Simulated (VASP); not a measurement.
```yaml
crystal:
  lattice:
    - [0.00000, 2.77500, 2.77500]
    - [2.77500, 0.00000, 2.77500]
    - [2.77500, 2.77500, 0.00000]
  atoms:
    - { symbol: Ag, position: [0.00000, 0.00000, 0.00000] }
    - { symbol: Cl, position: [0.50000, 0.50000, 0.50000] }
```

All values below come from PBE GGA, VASP's PBE PAW potentials (set 64) (plane waves; VASP). Settings: 400 eV cut-off, 2×2×2 Γ-centred mesh, Gaussian smearing of 0.050 eV, potentials Ag Cl.

Gaps are read on the run's mesh, which can miss a band edge.

**Question.** What does the run give for the energy per atom (σ→0), pressure, band gap (on the k-mesh) with the smallest direct gap where there is one?

**Answer.** 
The band gap (on the k-mesh) is 0.81 eV and the smallest direct gap (on the k-mesh) comes out as 3.01 eV. The energy per atom (σ→0) is -2.340 eV/atom and the pressure is 6.93 GPa.

The absolute energy has meaning only against runs of the same code, potentials and settings.

The compound is AgCl in the rock salt structure. The cell was not relaxed at this level. The k-mesh is coarse (spacing up to 0.98 per Å, 2π included), so the numbers may not be converged in it. The run is one of a series of settings (KPOINTS 2×2×2 Γ-centred mesh against the base run), some of them coarse on purpose.
